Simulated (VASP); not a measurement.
Given:

```
PbSe
1.0
    0.00000     3.09986     3.09986
    3.09986     0.00000     3.09986
    3.09986     3.09986     0.00000
Pb Se
1 1
Direct
  0.00000   0.00000   0.00000
  0.50000   0.50000   0.50000
```

Level of theory: optB88-vdW, VASP's PBE PAW potentials (set 64) (plane waves; VASP). Settings: 520 eV cut-off, 7×7×7 Γ-centred mesh, Gaussian smearing of 0.050 eV, potentials Pb_d Se.

**Question.** Estimate the energy per atom (σ→0).

**Answer.** 
The energy per atom (σ→0) is -164.3 kJ/mol-atom.

Total energies compare only between runs with the same potentials, cut-off and functional.

The compound is PbSe in the rock salt structure. It was relaxed first. The start is the result of an earlier pass.
